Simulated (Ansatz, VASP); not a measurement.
## Cross-check of Sb (Antimony) between VASP and Ansatz

Wanted: the spread between two codes on one cell, functional and k mesh. Of the first pair: The structure shown is the start of the Ansatz relaxation below; VASP solves that cell, so the two are compared at the walk's first step.

Main program and level: Ansatz 0.2.0; plane waves, with VASP 6.6.1 beside it; single point at PBE with D3(BJ), spin-orbit coupling.

## (1) Starting point

It takes space group R-3m (No. 166, trigonal). The conventional cell has a = 4.303 Å, b = 4.303 Å, c = 10.991 Å, α = 90.00°, β = 90.00°, γ = 120.00°. Nearest to Sb lie 3 Sb at 2.92 Å.

## (2) Ansatz: relaxation, PBE with D3(BJ), spin-orbit coupling

Ansatz runs on its fully relativistic PAW (standard-fr) files.

The two programs are compared at the cell with which this relaxation starts, whose forces are those of its first step.

input.yaml

```yaml
crystal:
  lattice:
    - [2.1517492813, 1.2423130268, 3.6636336511]
    - [-2.1517492813, 1.2423130268, 3.6636336511]
    - [0.0, -2.4846260535, 3.6636336511]
  atoms:
    - { symbol: Sb, position: [0.2361617919, 0.2361617919, 0.2361617919] }
    - { symbol: Sb, position: [0.7638382081, 0.7638382081, 0.7638382081] }
kpoints:
  mp_grid: { grid: [15, 15, 15] }
hamiltonian:
  xc: pbe
  dispersion: d3bj
  pseudopotentials: { kind: paw_fr }
scf:
  occupations: { method: methfessel_paxton, width: 0.2 }
output:
  forces: true
  stress: true
  eigenvalues: true
magnetization:
  noncollinear: true
  spin_orbit: true
relax:
  adjacent_minimum: "off"
  f_tol: 0.001
  max_steps: 60
  cell: { stress_tol: 0.01, fix: [volume] }
```

The run is started by

```sh
$ ansatz run input.yaml --threads 4 --pin off --max-ram 15360MiB --backend cpu --events-out ev --progress --plain --runs-dir out
```

Numbers of over 12 decimals in the logs are rounded to 6 here.

The log of the run:

```text
Engine: ansatz 0.2.0, x86_64-unknown-linux-gnu
Pseudopotentials: kind: paw_fr
Pseudopotential: Sb, paw_fr, valence charge 15, recommended cutoff 420 eV (normal), Sb.paw.azcp#standard-fr
Functional definition: PBE
  parameter kappa = 0.804
  parameter beta = 0.066725
  exchange = pbe_x(kappa = kappa, mu = beta*pi^2/3)
  correlation = pbe_c(beta = beta)
non-collinear run that drives no moment, with spin-orbit: no starting moment large enough to seed its density (crystal.atoms[].spin), no starting occupations that ask for one, no magnetisation constraint and no magnetic field, so the semilocal B_xc is pinned to zero
Crystal: 2 atoms, lattice volume = 58.761 Å³
Basis set: ecut = 420 eV, 1153 PW (Γ), exchange–correlation on 60×60×60 points (8 copies of the dense FFT grid, shifted against one another)
Bands: 38, of which v1, the nominal top of the filled ones, is band 30 counted from 1 (29 counted from 0)
Symmetry: 12 space group operations + 12 with time reversal
Magnetic group: BNS 166.98 (UNI 1328), of the structure as read, at distance tolerance 3.9e-5 Å
k-points: 344 of 3375
Projection manifold: j_resolved (fully-relativistic pseudo-atomic orbitals)
Non-local potential: Sb, projectors of the file, l = 0: 2, l = 1: 4, l = 2: 4, l = 3: 4
PAW form: soft (Blöchl's): semilocal exchange-correlation on the pseudo side does not see the compensation charge
PAW one-centre angular grid: Sb, 590 points (default); XC on 96 Gauss nodes
Initial density: superposition of atomic densities (chi_scale 0.1, normalization cell)
Initial wavefunctions: pseudopotential atomic-orbital guess
Functional: x = pbe(κ = 0.804, μ = 0.219515), c = pbe(β = 0.066725)
SCF iter   1: F=—  HF=-12974.723800 eV  |F-HF|=—  |Δ(HF+E_count)|=         —  Δρ=1.49e-2  dr2=9.60e-2  dr2_m=0.00e0 (ungated)  ethr=3.10e-3  |M|=0.00e0 ∫|m|=0.00e0 μB  |m|>n=0.0e0 m-floor=0.0e0 τ_xc=0.0e0  β_m=0.30  ⟨swp⟩=9.6  Hψ=35763  notcnv=0
preconditioner: auto → Kerker (q_TF=auto, 2.439 Å⁻¹)  [metal: Δε(μ)=0.058 eV  Ē_g=8.773 eV  σ=0.200 eV  W_gap=0.23  n_scr=14 (ndim 8)  ℏωp=15.3 eV  f_vac=0.000  D(μ)=0.16/eV (n_scr^D=0)]
spin=Noncollinear: Kerker preconditioning applied to the charge; magnetization (m_x, m_y, m_z) channels mix plain (no charge-response kernel on spin).
SCF iter   2: F=—  HF=-12974.725575 eV  |F-HF|=—  |Δ(HF+E_count)|=   1.78e-3  S|Δr|=    0.00e0  Δρ=1.18e-2  dr2=6.20e-2  dr2_m=0.00e0 (ungated)  ethr=3.20e-4  |M|=0.00e0 ∫|m|=0.00e0 μB  |m|>n=0.0e0 m-floor=0.0e0 τ_xc=0.0e0  β_m=0.60  ⟨swp⟩=1.0  Hψ=7912  notcnv=0
SCF iter   3: F=—  HF=-12974.729978 eV  |F-HF|=—  |Δ(HF+E_count)|=   4.40e-3  S|Δr|=    0.00e0  Δρ=2.46e-3  dr2=3.81e-3  dr2_m=0.00e0 (ungated)  ethr=2.07e-4  |M|=0.00e0 ∫|m|=0.00e0 μB  |m|>n=0.0e0 m-floor=0.0e0 τ_xc=0.0e0  β_m=0.64  ⟨swp⟩=2.0  Hψ=10784  notcnv=0
SCF iter   4: F=—  HF=-12974.729727 eV  |F-HF|=—  |Δ(HF+E_count)|=   2.51e-4  S|Δr|=    0.00e0  Δρ=1.20e-3  dr2=1.30e-3  dr2_m=0.00e0 (ungated)  ethr=1.27e-5  |M|=0.00e0 ∫|m|=0.00e0 μB  |m|>n=0.0e0 m-floor=0.0e0 τ_xc=0.0e0  β_m=0.82  ⟨swp⟩=1.9  Hψ=7700  notcnv=0
SCF iter   5: F=—  HF=-12974.729824 eV  |F-HF|=—  |Δ(HF+E_count)|=   9.71e-5  S|Δr|=    0.00e0  Δρ=4.08e-4  dr2=1.75e-4  dr2_m=0.00e0 (ungated)  ethr=4.35e-6  |M|=0.00e0 ∫|m|=0.00e0 μB  |m|>n=0.0e0 m-floor=0.0e0 τ_xc=0.0e0  β_m=0.91  ⟨swp⟩=3.0  Hψ=11336  notcnv=0
SCF iter   6: F=—  HF=-12974.729915 eV  |F-HF|=—  |Δ(HF+E_count)|=   9.13e-5  S|Δr|=    0.00e0  Δρ=6.87e-5  dr2=1.67e-6  dr2_m=0.00e0 (ungated)  ethr=5.83e-7  |M|=0.00e0 ∫|m|=0.00e0 μB  |m|>n=0.0e0 m-floor=0.0e0 τ_xc=0.0e0  β_m=0.96  ⟨swp⟩=2.0  Hψ=7920  notcnv=0
SCF iter   7: F=—  HF=-12974.729917 eV  |F-HF|=—  |Δ(HF+E_count)|=   2.29e-6  S|Δr|=    0.00e0  Δρ=1.14e-5  dr2=7.73e-8  dr2_m=0.00e0 (ungated)  ethr=3.33e-10  |M|=0.00e0 ∫|m|=0.00e0 μB  |m|>n=0.0e0 m-floor=0.0e0 τ_xc=0.0e0  β_m=0.98  ⟨swp⟩=8.0  Hψ=35588  notcnv=0
SCF iter   8: F=-12974.729917 eV  HF=-12974.729917 eV  |F-HF|=3.78e-9  |Δ(HF+E_count)|=   4.28e-8  S|Δr|=    0.00e0  Δρ=2.32e-6  dr2=3.47e-9  dr2_m=0.00e0 (ungated)  ethr=2.58e-10  |M|=0.00e0 ∫|m|=0.00e0 μB  |m|>n=0.0e0 m-floor=0.0e0 τ_xc=0.0e0  ⟨swp⟩=2.3  Hψ=25438  notcnv=0
SCF 1 converged in 8 iterations: F = -12974.729917 eV  dr2 = 3.47e-9
  greatest PAW one-centre occupation: 0.995 electrons in one spin orbital (limit 2), on the Sb atom at site 1 (counted from 0), in its partial waves of l = 2
relax step   1: F+E_penalty+E_count = -12974.72991739 eV  Δ(F+E_penalty+E_count) = +0.000e0 eV  max|allowed force component| = 6.820e-2 eV/Å  Δτ_max = 0.0000 Å  P = +0.906 GPa  Ω = 58.761 Å³  fix = [volume]  reactions: volume +0.906 GPa  (8 SCF iters, dr2 threshold 1.00e-7 eV, accepted)
[...]
relax step   4: F+E_penalty+E_count = -12974.73059136 eV  Δ(F+E_penalty+E_count) = -3.391e-6 eV  max|allowed force component| = 3.572e-4 eV/Å  Δτ_max = 0.0001 Å  P = +0.666 GPa  Ω = 58.761 Å³  energy of the carried Pulay correction = -6.322e-18 eV  fix = [volume]  reactions: volume +0.666 GPa  (4 SCF iters, dr2 threshold 1.36e-9 eV, accepted)
[...]
relax step   5: F+E_penalty+E_count = -12974.73059359 eV  Δ(F+E_penalty+E_count) = -2.225e-6 eV  max|allowed force component| = 3.608e-4 eV/Å  Δτ_max = 0.0000 Å  P = +0.666 GPa  Ω = 58.761 Å³  fix = [volume]  reactions: volume +0.666 GPa  stress off target by 1.33e-3 GPa on what of the cell is left free  SCF on the basis re-selected at this cell (its energy is not comparable with the rows above)  (6 SCF iters)
basis re-selected at this cell: Δ(F+E_penalty+E_count) = -2.225e-6 eV, ΔP = -0.000 GPa vs the last step (what re-selecting the basis moved, of the pressure what is left beyond the Pulay correction that the steps carried, after the strain that the cell walked since its last selection, with what the two solves' SCF thresholds leave and, on support functions, any second-order correction that the steps lacked; it is no m [...]
SCF converged after 6 iterations
Stability not checked: this state was not tested for a lower state beside it, because cold or Methfessel-Paxton smearing, or corrected tetrahedra, fill the levels in a way that the test cannot read (fill_not_monotonic; see scf.lower_state_search)
Magnetization: |M| = 0.0000 μB,  M = (+0.0000, +0.0000, +0.0000) μB
Absolute magnetization: 0.0000 μB (∫|m|)
  site 0: m = (+0.0000, +0.0000, +0.0000) μB, |m| = 0.0000 μB  (R = 1.21 Å)
  site 1: m = (+0.0000, +0.0000, +0.0000) μB, |m| = 0.0000 μB  (R = 1.21 Å)
Free energy (F): -12974.730594 eV
Harris-Foulkes:  -12974.730594 eV  (|F-HF|=3.64e-12)
Internal energy: -12974.732904 eV  (E = F + TS)
E sigma→0 (E₀):  -12974.731171 eV
Entropy (-TS):   0.002310 eV (1.155 meV/atom)
Fermi energy:    10.427644 eV
--- Per-component energies (eV) ---
  E_band       = -326.581669
  E_kinetic    = 414.817383
  E_local      = -3137.799042  (includes V_loc(G=0)·N_el)
  E_nonlocal   = 725.386775
  E_hartree    = 1426.675927
  E_xc         = -277.574424
  E_vxc        = -193.198016  (∫ρ·V_xc dr)
  E_paw        = -9156.021562  (= ΣΔE_a)
  E_vpaw       = -989.140655  (= ΣTr[D̂ρ^β])
  E_aug_tail   = -0.000003  (compensation charges beyond the density's cutoff)
  E_ewald      = -2969.245047
  E_disp       = -0.972912  (pairwise vdW)
  E_smearing   = 0.002310  (= −TS)
  E_closure    = 0.000000  (closes the sum)
  Σ components = -12974.730594   (vs F -12974.730594, Δ=0.00e0)
--- Forces (eV/Å), atoms counted from 1 ---
  atom   1  Sb     0.00000000     0.00000000     0.00036083
  atom   2  Sb    -0.00000000    -0.00000000    -0.00036083
  max |Σ_I F_I| component: 9.25e-18 eV/Å
--- Stress (GPa, compression-positive) ---
        0.666267      -0.000000      -0.000000
        0.000000       0.666267      -0.000000
       -0.000000      -0.000000       0.664265
  P = ⅓ Tr σ = 0.6656 GPa (6.656 kbar)
--- Band table (eV; the first three rows and the last of 344) ---
  k-point 0: bands = [... 26 lower, 8.7770, 8.7770, 8.8683, 8.8683, 12.5938, 12.5938, 13.3464, 13.3464, ... 4 higher]
  k-point 1: bands = [... 26 lower, 8.7977, 8.7977, 8.9435, 8.9435, 12.4967, 12.4967, 13.2311, 13.2311, ... 4 higher]
  k-point 2: bands = [... 26 lower, 8.7975, 8.7975, 9.1761, 9.1761, 12.2040, 12.2040, 12.8944, 12.8944, ... 4 higher]
  k-point 343: bands = [... 26 lower, 8.9575, 8.9575, 9.8796, 9.8796, 10.5994, 10.5994, 10.8883, 10.8883, ... 4 higher]
--- Relaxed structure (4 steps of the walk, 4 accepted, 1 SCFs on fresh bases) ---
  F+E_penalty+E_count = -12974.73059359 eV   max|allowed force component| = 3.608e-4 eV/Å   (the final SCF, on the basis selected at the relaxed cell)
  cell:  # Å, volume = 58.7606 Å³
    - [2.155634, 1.244556, 3.650442]
    - [-2.155634, 1.244556, 3.650442]
    - [0, -2.489111, 3.650442]
  atoms:
    - { symbol: Sb, position: [0.236945, 0.236945, 0.236945] }
    - { symbol: Sb, position: [0.763055, 0.763055, 0.763055] }
```

The column dr2 measures how far the density is from self-consistency, as an energy; F and HF (Harris–Foulkes) agree once it is small.

## (3) VASP: single point, PBE with D3(BJ), spin-orbit coupling, start cell, pair 1

The same cell, functional, mesh and smearing now go to VASP, with its own data sets.

Lines of VASP's logs that name or quote its potential files are left out, and so is its time.

INCAR

```
SYSTEM = Sb
PREC = Accurate
ENCUT = 400
EDIFF = 1E-06
NELM = 200
ISMEAR = 1
SIGMA = 0.2
LREAL = .FALSE.
ALGO = Normal
GGA = PE
IVDW = 12
LNONCOLLINEAR = .TRUE.
MAGMOM = 0 0 0 0 0 0
NBANDS = 22
GGA_COMPAT = .FALSE.
LASPH = .TRUE.
LSORBIT = .TRUE.
LORBIT = 11
LWAVE = .FALSE.
LCHARG = .FALSE.
ISIF = 2
KPAR = 2
```

POSCAR

```
Sb
1.0
    2.1517490000      1.2423130000      3.6636340000
   -2.1517490000      1.2423130000      3.6636340000
    0.0000000000     -2.4846260000      3.6636340000
Sb
2
Direct
    0.2361618273      0.2361618273      0.2361618273
    0.7638381727      0.7638381727      0.7638381727
```

KPOINTS

```
Automatic mesh
0
Gamma
15 15 15
0 0 0
```

The projector-augmented-wave data sets are Sb (PBE family, release 64).

The run is started by

```sh
$ mpirun -np 2 vasp_ncl
```

The log of the run:

```text
[banner, memory and clock lines left out]
running    2 mpi-ranks, on    1 nodes
 distrk:  each k-point on    1 cores,    2 groups
 distr:  one band on    1 cores,    1 groups

 POSCAR found type information on POSCAR Sb
 POSCAR found :  1 types and       2 ions
 LDA part: xc-table for (Slater+PW92), standard interpolation
 POSCAR, INCAR and KPOINTS ok, starting setup
 FFT: planning ... GRIDC
 FFT: planning ... GRID_SOFT
 FFT: planning ... GRID
 WAVECAR not read
 entering main loop
       N       E                     dE             d eps       ncg     rms          rms(c)
DAV:   1     0.339780027646E+02    0.33978E+02   -0.28389E+03 15136   0.582E+02
DAV:   2    -0.598341446729E+01   -0.39961E+02   -0.38148E+02 19164   0.117E+02
DAV:   3    -0.833695520433E+01   -0.23535E+01   -0.23145E+01 19022   0.298E+01
DAV:   4    -0.836071224173E+01   -0.23757E-01   -0.23734E-01 17212   0.349E+00
DAV:   5    -0.836103479171E+01   -0.32255E-03   -0.32255E-03 17770   0.453E-01    0.360E+00
DAV:   6    -0.836006242019E+01    0.97237E-03   -0.23058E-03 17240   0.350E-01    0.218E+00
DAV:   7    -0.835971195119E+01    0.35047E-03   -0.18705E-03 17068   0.303E-01    0.129E+00
DAV:   8    -0.836009223237E+01   -0.38028E-03   -0.11362E-03 16744   0.236E-01    0.586E-02
DAV:   9    -0.836017262677E+01   -0.80394E-04   -0.78702E-05 16902   0.563E-02    0.131E-02
DAV:  10    -0.836018372631E+01   -0.11100E-04   -0.16192E-05 17060   0.261E-02    0.436E-03
DAV:  11    -0.836018403844E+01   -0.31213E-06   -0.12089E-06 17060   0.729E-03
   1 F= -.93328319E+01 E0= -.93336104E+01  d E =0.233548E-02  mag=    -0.0000     0.0000    -0.0000
```

From OUTCAR (step 3):

```text
ion  position               nearest neighbor table
   1  0.236  0.236  0.236-   2 2.92   2 2.92   2 2.92   2 3.28   2 3.28   2 3.28
   2  0.764  0.764  0.764-   1 2.92   1 2.92   1 2.92   1 3.28   1 3.28   1 3.28

  LATTYP: Found a trigonal (rhomboedric) cell.
 ALAT       =     4.4266894441
 COS(alpha) =     0.5274419506

 Subroutine GETGRP returns: Found 12 space group operations
 (whereof 12 operations were pure point group operations)

The static configuration has the point symmetry D_3d.

 Found    344 irreducible k-points:

   k-points           NKPTS =    344   k-points in BZ     NKDIM =    344   number of bands    NBANDS=     22

   dimension x,y,z NGX =    30 NGY =   30 NGZ =   30
   dimension x,y,z NGXF=    60 NGYF=   60 NGZF=   60

   ENCUT  =  400.0 eV  29.40 Ry    5.42 a.u.   7.22  7.22  7.22*2*pi/ulx,y,z

   NELECT =      10.0000    total number of electrons

 k-points in reciprocal lattice and weights: Automatic mesh
   0.00000000  0.00000000  0.00000000       0.000
   0.06666667 -0.00000000  0.00000000       0.002
   0.13333333 -0.00000000 -0.00000000       0.002
   0.20000000 -0.00000000 -0.00000000       0.002
   0.26666667 -0.00000000 -0.00000000       0.002
   0.33333333 -0.00000000  0.00000000       0.002
   0.40000000 -0.00000000 -0.00000000       0.002
   0.46666667 -0.00000000  0.00000000       0.002
   0.06666667  0.06666667  0.00000000       0.002
[...]
0.46666667  0.46666667  0.46666667       0.001
  -0.46666667  0.46666667  0.46666667       0.002

 average (electrostatic) potential at core
       1 -85.5194       2 -85.5194

 E-fermi :   7.5759

 k-point     1 :       0.0000    0.0000    0.0000
  band No.  band energies     occupation
    ...
      6       5.1801      1.00000
      7       5.8883      1.00000
      8       5.8883      1.00000
      9       5.9922      1.00000
     10       5.9922      1.00000
     11       9.6818     -0.00000
     12       9.6818     -0.00000
     13      10.4169     -0.00000
     14      10.4169     -0.00000
     15      10.6984     -0.00000
    ...

 k-point     2 :       0.0667   -0.0000    0.0000
  band No.  band energies     occupation
    ...
      6       5.2383      1.00000
      7       5.9099      1.00000
      8       5.9099      1.00000
      9       6.0633      1.00000
     10       6.0633      1.00000
     11       9.6002     -0.00000
     12       9.6002     -0.00000
     13      10.3086     -0.00000
     14      10.3086     -0.00000
     15      10.5431     -0.00000
    ...

 k-point     3 :       0.1333   -0.0000   -0.0000
  band No.  band energies     occupation
    ...
      6       5.3199      1.00000
      7       5.9059      1.00000
      8       5.9059      1.00000
      9       6.2913      1.00000
     10       6.2913      1.00000
     11       9.3352     -0.00000
     12       9.3352     -0.00000
     13       9.9937     -0.00000
     14       9.9937     -0.00000
     15      10.1362     -0.00000
    ...

 Edisp (eV)   -0.97265

  Total       0.39031     0.39031     0.32040     0.00000    -0.00000     0.00000
  in kB      10.64215    10.64216     8.73598     0.00000    -0.00000     0.00000
  external pressure =       10.01 kB  Pullay stress =        0.00 kB

  energy-cutoff  :      400.00
  volume of cell :       58.76
      direct lattice vectors                 reciprocal lattice vectors
     2.151749000  1.242313000  3.663634000     0.232369110  0.134158354  0.090984343
    -2.151749000  1.242313000  3.663634000    -0.232369110  0.134158354  0.090984343
     0.000000000 -2.484626000  3.663634000     0.000000000 -0.268316707  0.090984343

 POSITION                                       TOTAL-FORCE (eV/Angst)
 -----------------------------------------------------------------------------------
      0.00000      0.00000      2.59563         0.000000     -0.000000      0.113832
      0.00000      0.00000      8.39527         0.000000      0.000000     -0.113832
 -----------------------------------------------------------------------------------
    total drift:                                0.000000      0.000000      0.000000

  FREE ENERGIE OF THE ION-ELECTRON SYSTEM (eV)
  ---------------------------------------------------
  free  energy   TOTEN  =        -9.3328319444 eV

  energy  without entropy=       -9.3351674262  energy(sigma->0) =       -9.33361044

 Spin-Orbit-Coupling matrix elements
 Ion:    1  E_soc:     -0.1357217
 Ion:    2  E_soc:     -0.1357217

 total charge
# of ion       s       p       d       tot
------------------------------------------
    1        1.212   1.158   0.038   2.408
    2        1.212   1.158   0.038   2.408
--------------------------------------------------
tot          2.424   2.316   0.076   4.816

 magnetization (x)
# of ion       s       p       d       tot
------------------------------------------
    1       -0.000   0.000   0.000  -0.000
    2       -0.000   0.000   0.000  -0.000
--------------------------------------------------
tot         -0.000   0.000   0.000  -0.000

 magnetization (y)
# of ion       s       p       d       tot
------------------------------------------
    1       -0.000   0.000   0.000  -0.000
    2        0.000   0.000   0.000   0.000
--------------------------------------------------
tot         -0.000   0.000   0.000  -0.000

 magnetization (z)
# of ion       s       p       d       tot
------------------------------------------
    1        0.000   0.000   0.000   0.000
    2        0.000   0.000   0.000   0.000
--------------------------------------------------
tot          0.000   0.000   0.000   0.000

[... 3 further parts left out ...]
```

The run ends at a pressure of 1.00 GPa, with forces up to 0.11 eV/Å.

## (4) Comparison

Known differences besides the potentials themselves: spin-orbit coupling enters by fully relativistic files in Ansatz and inside the spheres in VASP; the data sets hold 30 valence electrons in Ansatz (on its fully relativistic PAW (standard-fr) files) and 10 in VASP; the cutoff is 420 eV in Ansatz and 400 eV in VASP. Total energies have different zeros and are not compared.

Forces (eV/Å; atoms numbered as in POSCAR):

```
atom        Ansatz x, y, z          VASP x, y, z
 Sb1   0.000, 0.000, 0.068   0.000, 0.000, 0.114
 Sb2  0.000, 0.000, -0.068  0.000, 0.000, -0.114
```

The forces differ by 26 meV/Å r.m.s., which is 40.1 % of the r.m.s. force of 0.066 eV/Å (both taken over all components).

## (5) Further runs

Further runs change the set-up of one program: Ansatz's method, potentials or start, or VASP's data sets, cutoff or form of LDA. The table gives that difference for each run.

```
                            run  r.m.s. force difference (meV/Å)
                       as above                               26
VASP with the data sets Sb_d_GW                              3.2
```

## (6) Ansatz: relaxation, PBE with D3(BJ), spin-orbit coupling

This run makes the geometry at which the two programs are then compared.

The structure compared here is the end of the Ansatz relaxation.

input.yaml is that of step 2.

The run is started by

```sh
$ ansatz run input.yaml --threads 4 --pin off --max-ram 15360MiB --backend cpu --events-out ev --progress --plain --runs-dir out
```

The log of the run:

```text
[...]
Crystal: 2 atoms, lattice volume = 58.761 Å³
Basis set: ecut = 420 eV, 1153 PW (Γ), exchange–correlation on 60×60×60 points (8 copies of the dense FFT grid, shifted against one another)
Bands: 38, of which v1, the nominal top of the filled ones, is band 30 counted from 1 (29 counted from 0)
Symmetry: 12 space group operations + 12 with time reversal
[...]
--- Relaxed structure (4 steps of the walk, 4 accepted, 1 SCFs on fresh bases) ---
[...]
cell:  # Å, volume = 58.7606 Å³
    - [2.155634, 1.244556, 3.650442]
    - [-2.155634, 1.244556, 3.650442]
    - [0, -2.489111, 3.650442]
  atoms:
    - { symbol: Sb, position: [0.236945, 0.236945, 0.236945] }
    - { symbol: Sb, position: [0.763055, 0.763055, 0.763055] }
[key lines of the parts left out:]
SCF converged after 6 iterations
Magnetization: |M| = 0.0000 μB,  M = (+0.0000, +0.0000, +0.0000) μB
Free energy (F): -12974.730594 eV
Fermi energy:    10.427644 eV
P = ⅓ Tr σ = 0.6656 GPa (6.656 kbar)
```

(Continued in part 2 of 2.)

[Lines on the potential files, build, host, timing and source positions are cut from VASP's logs without a mark.]

[Logs are printed without paths, hosts, clocks, repeated set-up lines and the standing remarks that a program may print on its own settings, such as how far it seeks lower states.]

[Hosts, paths, dates, database ids (printed as entryN), source tags and the programs' standing remarks are cut or masked in the printed files.]
